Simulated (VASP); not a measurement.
# Lattice constant a of zinc-blende III-V compounds: measurement against r2SCAN

Computed values from VASP (plane waves, PAW); cells keep the symmetry of their structure type. Static lattice, each level at its own minimum.

Here x stands for r2SCAN a and y for measured a.

| solid | r2SCAN a (Å) | measured a (Å) | cut-off (eV) | basis of the measured value |
|---|---|---|---|---|
| BN | 3.614 | ? | 520 | 0 K, zero-point corrected |
| BP | 4.533 | 4.525 | 520 | 0 K, zero-point corrected |
| GaP | 5.451 | 5.439 | 520 | 0 K, zero-point corrected |
| GaAs | 5.669 | 5.640 | 520 | 0 K, zero-point corrected |
| InP | 5.905 | 5.858 | 520 | 0 K, zero-point corrected |
| InAs | 6.110 | 6.047 | 520 | 0 K, zero-point corrected |
| InSb | 6.558 | 6.468 | 520 | 0 K, zero-point corrected |

Using a straight line, estimate the missing y at x = 3.614 from the other rows, showing the fit.

With u = x - 5.7, the rows have u = -1.1670, -0.2490, -0.0310, 0.2050, 0.4100, 0.8580. Means: u 0.0043333, y 5.6628. About the means, the sum of products is 2.2726 and the sum of squares of u is 2.3710; the slope is their ratio. Least squares gives y = 5.6587 + 0.95851·u. Residuals (row less fit): -0.0151, 0.0190, 0.0110, 0.0028, -0.0047, -0.0131; standard error 0.0151 (degrees of freedom: 4). The slope is 0.959 with a standard error of 0.0098. Before the fit, r2SCAN less measured has mean 0.0415, mean absolute 0.0415 and median absolute 0.0380 Å over these 6 rows. At the withheld row, u = -2.0860, so y = 5.6587 + 0.95851 × (-2.0860) = 3.6592 Å. The measured value is 3.593 Å, 0.0662 Å below the prediction (2.3 % of the range of y in the table). The row lies outside the fitted rows, so this is an extrapolation. From the scatter of the fitted rows alone, a prediction at this place has a standard error of 0.0262 Å, so the miss is 2.5 times that.

Plain r2SCAN misses this row by 0.021 Å. The rows are a random draw of 7 from the 7 solids that have both values on this basis (zero-point corrected by the source), of 10 computed in this series. Not drawn: V to Ni and open 4f shells, rows kept for tests, unfit runs, cells that left their space group, values derived or compiled from fits, values whose temperature is given only as extrapolated, encyclopaedia, home-page and unnamed sources, sources from 2025 on. Measured values as quoted by these papers, many of them computational: BN Tamar Goldzak et al., The Journal of Chemical Physics (2022), arXiv:2208.04865; BP Daniel Mejia-Rodriguez et al., Physical Review B (2018), arXiv:1807.09216; GaP Daniel Mejia-Rodriguez et al., Physical Review B (2018), arXiv:1807.09216; GaAs Daniel Mejia-Rodriguez et al., Physical Review B (2018), arXiv:1807.09216; InP Daniel Mejia-Rodriguez et al., Physical Review B (2018), arXiv:1807.09216; InAs Daniel Mejia-Rodriguez et al., Physical Review B (2018), arXiv:1807.09216; InSb Daniel Mejia-Rodriguez et al., Physical Review B (2018), arXiv:1807.09216.
